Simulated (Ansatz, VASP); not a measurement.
# Cross-check of PtS2 between VASP and Ansatz

Aim: how closely do two programs agree when they are given the same cell, functional and k mesh? The cell is taken from a series of runs on this material, whose earlier steps may have relaxed, scaled, displaced or heated it; both programs get it as it stands.

Main program and level: Ansatz 0.2.0; plane waves, with VASP 6.6.1 beside it; PBE.

### 1. The starting structure

The cell holds 3 atoms: 1 Pt and 2 S. Cell: a = 3.416 Å, b = 3.416 Å, c = 30.000 Å, α = 90.0°, β = 90.0°, γ = 120.0°. Vacuum lies along c.

Structure file:

```cif
data_structure
_symmetry_space_group_name_H-M 'P 1'
_symmetry_Int_Tables_number 1
_cell_length_a 3.4155
_cell_length_b 3.4155
_cell_length_c 30.0000
_cell_angle_alpha 90.000
_cell_angle_beta 90.000
_cell_angle_gamma 120.000
_cell_volume 303.09
loop_
_atom_site_label
_atom_site_type_symbol
_atom_site_fract_x
_atom_site_fract_y
_atom_site_fract_z
_atom_site_occupancy
Pt1 Pt 0.33333 0.66667 0.33333 1
S2 S 0.66667 0.33333 0.38106 1
S3 S 0.66667 0.33333 0.28561 1
```

### 2. VASP: zone-centre phonons, PBE, pair 1

Second derivatives magnify differences that forces hide, and they need a tight electronic threshold.

Lines of VASP's logs that name or quote its potential files are left out, and so is its time.

Input file INCAR:

```
SYSTEM = PtS2
PREC = Accurate
ENCUT = 500
EDIFF = 1E-08
NELM = 120
ISMEAR = 1
SIGMA = 0.2
LREAL = .FALSE.
ALGO = Normal
GGA = PE
NBANDS = 17
LASPH = .TRUE.
LORBIT = 11
LWAVE = .FALSE.
LCHARG = .FALSE.
ISIF = 2
IBRION = 8
GGA_COMPAT = .FALSE.
NELMDL = -8
KPAR = 2
```

Input file POSCAR:

```
PtS2
1.0
    3.4155340935      0.0000000000      0.0000000000
   -1.7077670468      2.9579392925      0.0000000000
    0.0000000000      0.0000000000     30.0000000000
Pt S
1 2
Direct
    0.3333333333      0.6666666667      0.3333333333
    0.6666666666      0.3333333334      0.3810601020
    0.6666666666      0.3333333334      0.2856065646
```

Input file KPOINTS:

```
Automatic mesh
0
Gamma
15 15 1
0 0 0
```

Potentials, in the order of the species: Pt and S (PBE family, release 64).

Command:

```sh
mpirun -np 2 vasp_std
```

Numbers of over 12 decimals in the logs are rounded to 6 here.

Log:

```text
[banner, memory and clock lines left out]
running    2 mpi-ranks, on    1 nodes
 distrk:  each k-point on    1 cores,    2 groups
 distr:  one band on    1 cores,    1 groups

 POSCAR found type information on POSCAR PtS
 POSCAR found :  2 types and       3 ions
 LDA part: xc-table for (Slater+PW92), standard interpolation
 POSCAR, INCAR and KPOINTS ok, starting setup
 FFT: planning ... GRIDC
 FFT: planning ... GRID_SOFT
 FFT: planning ... GRID
 WAVECAR not read
 entering main loop
       N       E                     dE             d eps       ncg     rms          rms(c)
DAV:   1     0.174521479115E+03    0.17452E+03   -0.69009E+03   918   0.888E+02
DAV:   2     0.526590485285E+01   -0.16926E+03   -0.15945E+03  1499   0.167E+02
DAV:   3    -0.142980079114E+02   -0.19564E+02   -0.19260E+02  1159   0.705E+01
DAV:   4    -0.146985006925E+02   -0.40049E+00   -0.39604E+00  1280   0.118E+01
DAV:   5    -0.147059678674E+02   -0.74672E-02   -0.74637E-02  1285   0.159E+00
DAV:   6    -0.147062205789E+02   -0.25271E-03   -0.25271E-03  1389   0.269E-01
DAV:   7    -0.147062255511E+02   -0.49722E-05   -0.49724E-05  1323   0.304E-02
DAV:   8    -0.147062258099E+02   -0.25877E-06   -0.25853E-06  1404   0.592E-03    0.187E+01
DAV:   9    -0.140437426241E+02    0.66248E+00   -0.78434E+00  1236   0.233E+01    0.137E+01
DAV:  10    -0.138416662688E+02    0.20208E+00   -0.36440E+00  1140   0.189E+01    0.500E+00
DAV:  11    -0.136441698174E+02    0.19750E+00   -0.52191E-01  1071   0.639E+00    0.657E-01
DAV:  12    -0.136410876407E+02    0.30822E-02   -0.49706E-02  1205   0.162E+00    0.241E-01
DAV:  13    -0.136412444213E+02   -0.15678E-03   -0.22264E-03  1202   0.346E-01    0.194E-01
DAV:  14    -0.136413348070E+02   -0.90386E-04   -0.38673E-04  1105   0.179E-01    0.120E-01
DAV:  15    -0.136413025339E+02    0.32273E-04   -0.16842E-04  1212   0.106E-01    0.748E-02
DAV:  16    -0.136412947079E+02    0.78260E-05   -0.45982E-05  1259   0.512E-02    0.404E-02
DAV:  17    -0.136412944018E+02    0.30612E-06   -0.44809E-06  1231   0.117E-02    0.165E-02
DAV:  18    -0.136412961794E+02   -0.17777E-05   -0.25607E-06  1108   0.770E-03    0.303E-03
DAV:  19    -0.136412969080E+02   -0.72861E-06   -0.25011E-07  1162   0.384E-03    0.153E-03
DAV:  20    -0.136412972251E+02   -0.31712E-06   -0.24297E-08   974   0.883E-04    0.124E-03
DAV:  21    -0.136412975554E+02   -0.33021E-06   -0.18044E-08   942   0.609E-04    0.126E-03
DAV:  22    -0.136412978201E+02   -0.26476E-06   -0.57041E-08  1116   0.115E-03    0.149E-03
DAV:  23    -0.136412979065E+02   -0.86344E-07   -0.10168E-08   971   0.524E-04    0.492E-04
DAV:  24    -0.136412979090E+02   -0.25727E-08   -0.45030E-09   990   0.366E-04
   1 F= -.13641298E+02 E0= -.13641393E+02  d E =0.284540E-03
 Linear response reoptimize wavefunctions to high precision
DAV:   1    -0.136412980005E+02   -0.91472E-07   -0.26740E-09   944   0.221E-04
DAV:   2    -0.136412980006E+02   -0.85493E-10    0.15702E-10   979   0.521E-05
 Linear response DOF=           4
 Linear response progress:
  Degree of freedom:   1/  4
       N       E                     dE             d eps       ncg     rms          rms(c)
RMM:   1    -0.254949160435E+00   -0.25495E+00   -0.28361E-01  6808   0.329E+00
RMM:   2    -0.248603351046E+00    0.63458E-02   -0.84186E-03  5970   0.526E-01    0.216E-01
RMM:   3    -0.248580625047E+00    0.22726E-04   -0.49785E-04  6041   0.128E-01    0.132E-01
RMM:   4    -0.249303577012E+00   -0.72295E-03   -0.74245E-04  6289   0.143E-01    0.274E-02
RMM:   5    -0.249269189160E+00    0.34388E-04   -0.34553E-05  6460   0.399E-02    0.928E-03
RMM:   6    -0.249273801370E+00   -0.46122E-05   -0.64423E-06  6549   0.117E-02    0.191E-03
RMM:   7    -0.249262414185E+00    0.11387E-04   -0.64590E-06  6696   0.565E-03    0.101E-03
RMM:   8    -0.249254371737E+00    0.80424E-05   -0.83700E-06  6646   0.157E-03    0.187E-04
RMM:   9    -0.249253261623E+00    0.11101E-05   -0.25006E-07  6996   0.378E-04    0.107E-04
RMM:  10    -0.249252436465E+00    0.82516E-06   -0.23158E-07  6783   0.222E-04    0.272E-05
RMM:  11    -0.249252578416E+00   -0.14195E-06   -0.20448E-07  7284   0.107E-04    0.164E-05
RMM:  12    -0.249252726993E+00   -0.14858E-06    0.19460E-08  7006   0.818E-05    0.399E-06
RMM:  13    -0.249252767243E+00   -0.40250E-07   -0.73572E-09  7391   0.676E-05    0.234E-06
RMM:  14    -0.249252777908E+00   -0.10665E-07    0.56987E-09  7206   0.643E-05    0.840E-07
RMM:  15    -0.249252791386E+00   -0.13478E-07   -0.30636E-09  7222   0.635E-05    0.371E-07
RMM:  16    -0.249252789070E+00    0.23154E-08   -0.21810E-09  6754   0.629E-05    0.339E-07
 first order change of Fermi-energy  -0.10107E-04
 force on displaced ion       1 direction 1 :  -0.242  -0.010   0.000
 Linear response progress:
  Degree of freedom:   2/  4
       N       E                     dE             d eps       ncg     rms          rms(c)
RMM:   1    -0.299656573119E+00   -0.29966E+00   -0.27029E-01  1736   0.328E+00
RMM:   2    -0.291771023977E+00    0.78855E-02   -0.89627E-03  1491   0.613E-01    0.320E-01
RMM:   3    -0.293361736809E+00   -0.15907E-02   -0.53606E-03  1673   0.294E-01    0.291E-01
RMM:   4    -0.290791578413E+00    0.25702E-02   -0.22575E-03  1650   0.198E-01    0.143E-01
RMM:   5    -0.291300332347E+00   -0.50875E-03   -0.18131E-04  1596   0.878E-02    0.160E-02
RMM:   6    -0.291356702298E+00   -0.56370E-04   -0.56251E-06  1618   0.159E-02    0.653E-03
RMM:   7    -0.291349829910E+00    0.68724E-05   -0.30188E-06  1617   0.872E-03    0.277E-03
RMM:   8    -0.291344933340E+00    0.48966E-05   -0.32888E-07  1651   0.254E-03    0.160E-03
RMM:   9    -0.291340237572E+00    0.46958E-05   -0.40180E-07  1646   0.179E-03    0.325E-04
RMM:  10    -0.291341491545E+00   -0.12540E-05    0.31710E-08  1643   0.510E-04    0.182E-04
RMM:  11    -0.291341315003E+00    0.17654E-06    0.79927E-08  1632   0.540E-04    0.119E-04
RMM:  12    -0.291341092342E+00    0.22266E-06    0.50736E-07  1681   0.397E-04    0.759E-05
RMM:  13    -0.291341129058E+00   -0.36716E-07    0.75730E-07  1685   0.187E-04    0.429E-05
RMM:  14    -0.291341153157E+00   -0.24099E-07    0.19608E-07  1695   0.174E-04    0.174E-05
RMM:  15    -0.291341131291E+00    0.21866E-07    0.32165E-08  1721   0.103E-04    0.117E-05
RMM:  16    -0.291341086140E+00    0.45151E-07   -0.22570E-07  1741   0.992E-05    0.656E-06
RMM:  17    -0.291341093559E+00   -0.74193E-08   -0.70949E-09  1757   0.829E-05    0.408E-06
 first order change of Fermi-energy  -0.31906E-04
 force on displaced ion       1 direction 3 :   0.000   0.000  -1.818
 Linear response progress:
  Degree of freedom:   3/  4
       N       E                     dE             d eps       ncg     rms          rms(c)
RMM:   1    -0.964137449267E-01   -0.96414E-01    0.82383E-03  9315   0.201E+00
RMM:   2    -0.950445916058E-01    0.13692E-02   -0.26485E-03  6297   0.313E-01    0.127E-01
RMM:   3    -0.951385876179E-01   -0.93996E-04   -0.95482E-05  6287   0.683E-02    0.693E-02
RMM:   4    -0.953608010127E-01   -0.22221E-03   -0.43167E-06  6598   0.376E-02    0.134E-02
RMM:   5    -0.953836245455E-01   -0.22824E-04    0.16021E-06  6868   0.912E-03    0.404E-03
RMM:   6    -0.953714809694E-01    0.12144E-04   -0.16345E-06  6943   0.313E-03    0.175E-03
RMM:   7    -0.953717658102E-01   -0.28484E-06    0.32118E-07  6976   0.125E-03    0.115E-03
RMM:   8    -0.953744184673E-01   -0.26527E-05    0.43597E-07  6880   0.757E-04    0.192E-04
RMM:   9    -0.953745452845E-01   -0.12682E-06    0.39166E-07  7176   0.239E-04    0.884E-05
RMM:  10    -0.953743840937E-01    0.16119E-06    0.10928E-07  6987   0.177E-04    0.244E-05
RMM:  11    -0.953743908888E-01   -0.67951E-08    0.66446E-08  7258   0.134E-04    0.735E-06
 first order change of Fermi-energy   0.27716E-04
 force on displaced ion       2 direction 1 :  -1.052  -0.004   0.000
 Linear response progress:
  Degree of freedom:   4/  4
       N       E                     dE             d eps       ncg     rms          rms(c)
RMM:   1    -0.147609640561E+00   -0.14761E+00    0.38104E-03  2063   0.198E+00
RMM:   2    -0.145681695873E+00    0.19279E-02   -0.25610E-03  1512   0.325E-01    0.320E-01
RMM:   3    -0.145806679705E+00   -0.12498E-03   -0.11506E-03  1645   0.150E-01    0.213E-01
RMM:   4    -0.145761748896E+00    0.44931E-04   -0.16914E-03  1693   0.166E-01    0.177E-01
RMM:   5    -0.145191456459E+00    0.57029E-03   -0.27109E-04  1644   0.744E-02    0.133E-02
RMM:   6    -0.145206845277E+00   -0.15389E-04   -0.13841E-05  1640   0.202E-02    0.864E-03
RMM:   7    -0.145206830881E+00    0.14396E-07   -0.20585E-06  1631   0.807E-03    0.383E-03
RMM:   8    -0.145207115250E+00   -0.28437E-06   -0.39813E-07  1624   0.353E-03    0.111E-03
RMM:   9    -0.145205592352E+00    0.15229E-05   -0.46825E-08  1652   0.108E-03    0.427E-04
RMM:  10    -0.145205353206E+00    0.23915E-06   -0.41936E-08  1666   0.596E-04    0.190E-04
RMM:  11    -0.145205983994E+00   -0.63079E-06   -0.29311E-07  1650   0.400E-04    0.791E-05
RMM:  12    -0.145206242700E+00   -0.25871E-06   -0.13260E-06  1678   0.277E-04    0.683E-05
RMM:  13    -0.145206528381E+00   -0.28568E-06   -0.10123E-07  1679   0.231E-04    0.340E-05
RMM:  14    -0.145206715549E+00   -0.18717E-06   -0.82472E-07  1724   0.148E-04    0.173E-05
RMM:  15    -0.145206828522E+00   -0.11297E-06   -0.86441E-08  1725   0.118E-04    0.105E-05
RMM:  16    -0.145206872172E+00   -0.43650E-07   -0.18584E-07  1765   0.103E-04    0.628E-06
RMM:  17    -0.145206928468E+00   -0.56296E-07   -0.22070E-07  1766   0.994E-05    0.275E-06
RMM:  18    -0.145206951397E+00   -0.22929E-07   -0.25518E-07  1773   0.892E-05    0.232E-06
RMM:  19    -0.145206962598E+00   -0.11201E-07   -0.12401E-07  1750   0.861E-05    0.118E-06
RMM:  20    -0.145206962068E+00    0.53030E-09   -0.13335E-07  1757   0.859E-05    0.750E-07
RMM:  21    -0.145206963756E+00   -0.16885E-08   -0.13881E-07  1767   0.853E-05    0.418E-07
RMM:  22    -0.145206963862E+00   -0.10610E-09   -0.14009E-07  1731   0.850E-05    0.307E-07
RMM:  23    -0.145206964118E+00   -0.25528E-09   -0.12918E-07  1739   0.848E-05    0.182E-07
RMM:  24    -0.145206963889E+00    0.22845E-09   -0.12937E-07  1725   0.848E-05    0.947E-08
 first order change of Fermi-energy  -0.74894E+00
 force on displaced ion       2 direction 3 :  -0.000   0.000  -6.232
 Linear response finished
```

From OUTCAR (step 2):

```text
ion  position               nearest neighbor table
   1  0.333  0.667  0.333-   3 2.44   2 2.44   3 2.44   2 2.44   3 2.44   2 2.44
   2  0.667  0.333  0.381-   1 2.44   1 2.44   1 2.44
   3  0.667  0.333  0.286-   1 2.44   1 2.44   1 2.44

  LATTYP: Found a hexagonal cell.
 ALAT       =     3.4155340935
 C/A-ratio  =     8.7833993685

 Subroutine GETGRP returns: Found 12 space group operations
 (whereof  6 operations were pure point group operations)

The static configuration has the point symmetry C_3v.
 The point group associated with its full space group is D_3h.

 Found     27 irreducible k-points:

   k-points           NKPTS =     27   k-points in BZ     NKDIM =     27   number of bands    NBANDS=     17

   dimension x,y,z NGX =    28 NGY =   28 NGZ =  224
   dimension x,y,z NGXF=    56 NGYF=   56 NGZF=  448

   ENCUT  =  500.0 eV  36.75 Ry    6.06 a.u.   6.23  6.23 54.70*2*pi/ulx,y,z

   NELECT =      22.0000    total number of electrons

 k-points in reciprocal lattice and weights: Automatic mesh
   0.00000000  0.00000000  0.00000000       0.004
   0.06666667 -0.00000000  0.00000000       0.027
   0.13333333  0.00000000  0.00000000       0.027
   0.20000000 -0.00000000  0.00000000       0.027
   0.26666667  0.00000000  0.00000000       0.027
   0.33333333  0.00000000  0.00000000       0.027
   0.40000000 -0.00000000  0.00000000       0.027
   0.46666667 -0.00000000  0.00000000       0.027
   0.06666667  0.06666667  0.00000000       0.027
[...]
0.33333333  0.26666667  0.00000000       0.053
   0.33333333  0.33333333  0.00000000       0.009

 average (electrostatic) potential at core
       1 -77.8580       2 -95.5962       3 -95.5962

  Total        0.7905745      0.7905745     -0.1435219     -0.0000000     -0.0000000      0.0000000
  in kB        4.1791143      4.1791143     -0.7586819     -0.0000000     -0.0000000      0.0000000
  external PRESSURE =       2.5331823 kB  Pullay stress =       0.0000000 kB

  energy-cutoff  :      500.00
  volume of cell :      303.09
      direct lattice vectors                 reciprocal lattice vectors
     3.415534093  0.000000000  0.000000000     0.292779979  0.169036600  0.000000000
    -1.707767047  2.957939292  0.000000000     0.000000000  0.338073199  0.000000000
     0.000000000  0.000000000 30.000000000     0.000000000  0.000000000  0.033333333

 POSITION                                       TOTAL-FORCE (eV/Angst)
 -----------------------------------------------------------------------------------
     -0.00000      1.97196     10.00000         0.000000     -0.000000      0.000000
      1.70777      0.98598     11.43180        -0.000000      0.000000     -0.040533
      1.70777      0.98598      8.56820        -0.000000     -0.000000      0.040533
 -----------------------------------------------------------------------------------
    total drift:                                0.000000     -0.000000      0.000013

 Eigenvectors and eigenvalues of the dynamical matrix
 ----------------------------------------------------

   1 f  =    9.385389 THz    58.970139 2PiTHz  313.062883 cm-1    38.814833 meV
             X         Y         Z           dx          dy          dz
     -0.000000  1.971960 10.000000    -0.000000   -0.000000   -0.000000
      1.707767  0.985980 11.431803    -0.000000   -0.000000   -0.707107
      1.707767  0.985980  8.568197     0.000000    0.000000    0.707107

   2 f  =    3.886069 THz    24.416891 2PiTHz  129.625303 cm-1    16.071482 meV
             X         Y         Z           dx          dy          dz
     -0.000000  1.971960 10.000000     0.000000   -0.000000   -0.000000
      1.707767  0.985980 11.431803    -0.317673    0.631731    0.000000
      1.707767  0.985980  8.568197     0.317673   -0.631731    0.000000

   3 f  =    3.886069 THz    24.416891 2PiTHz  129.625303 cm-1    16.071482 meV
             X         Y         Z           dx          dy          dz
     -0.000000  1.971960 10.000000     0.000000   -0.000000    0.000000
      1.707767  0.985980 11.431803    -0.631731   -0.317673   -0.000000
      1.707767  0.985980  8.568197     0.631731    0.317673   -0.000000

   4 f  =    3.032488 THz    19.053683 2PiTHz  101.152907 cm-1    12.541356 meV
             X         Y         Z           dx          dy          dz
     -0.000000  1.971960 10.000000     0.000000    0.000000   -0.497686
      1.707767  0.985980 11.431803    -0.000000   -0.000000    0.613314
      1.707767  0.985980  8.568197     0.000000    0.000000    0.613314

   5 f  =    1.110106 THz     6.975001 2PiTHz   37.029147 cm-1     4.591027 meV
             X         Y         Z           dx          dy          dz
     -0.000000  1.971960 10.000000     0.222823   -0.443153   -0.000000
      1.707767  0.985980 11.431803    -0.275818    0.548550   -0.000000
      1.707767  0.985980  8.568197    -0.275818    0.548550   -0.000000

   6 f  =    1.110106 THz     6.975001 2PiTHz   37.029147 cm-1     4.591027 meV
             X         Y         Z           dx          dy          dz
     -0.000000  1.971960 10.000000     0.443153    0.222823    0.000000
      1.707767  0.985980 11.431803    -0.548550   -0.275818   -0.000000
      1.707767  0.985980  8.568197    -0.548550   -0.275818   -0.000000

   7 f/i=    0.000983 THz     0.006173 2PiTHz    0.032773 cm-1     0.004063 meV
             X         Y         Z           dx          dy          dz
     -0.000000  1.971960 10.000000    -0.000000    0.000000   -0.867357
      1.707767  0.985980 11.431803    -0.000000    0.000000   -0.351917
      1.707767  0.985980  8.568197    -0.000000    0.000000   -0.351917

   8 f/i=    0.001773 THz     0.011140 2PiTHz    0.059140 cm-1     0.007332 meV
             X         Y         Z           dx          dy          dz
     -0.000000  1.971960 10.000000    -0.796871   -0.344910   -0.000000
      1.707767  0.985980 11.431803    -0.321881   -0.139320   -0.000000
      1.707767  0.985980  8.568197    -0.321881   -0.139320   -0.000000

   9 f/i=    0.001773 THz     0.011140 2PiTHz    0.059140 cm-1     0.007332 meV
             X         Y         Z           dx          dy          dz
     -0.000000  1.971960 10.000000    -0.344910    0.796871    0.000000
      1.707767  0.985980 11.431803    -0.139320    0.321881    0.000000
      1.707767  0.985980  8.568197    -0.139320    0.321881    0.000000

 ELASTIC MODULI CONTR FROM IONIC RELAXATION (kBar)
 Direction    XX          YY          ZZ          XY          YZ          ZX
 --------------------------------------------------------------------------------
 XX        -592.6503    326.4919   -183.1618      0.0000     -0.0000      0.0000
 YY         326.4919   -592.6503   -183.1618      0.0000     -0.0000     -0.0000
 ZZ        -183.1618   -183.1618   -252.0922      0.0000     -0.0000      0.0000
 XY           0.0000      0.0000      0.0000   -459.5711      0.0000     -0.0000
 YZ          -0.0000     -0.0000     -0.0000      0.0000    -38.4599      0.0000
 ZX           0.0000     -0.0000      0.0000     -0.0000      0.0000    -38.5797
 --------------------------------------------------------------------------------
```

(Part 1 of 2 ends here.)

[Lines on the potential files, build, host, timing and source positions are cut from VASP's logs without a mark.]

[Logs are printed without paths, hosts, clocks, repeated set-up lines and the standing remarks that a program may print on its own settings, such as how far it seeks lower states.]

[Hosts, paths, dates, database ids (printed as entryN), source tags and the programs' standing remarks are cut or masked in the printed files.]
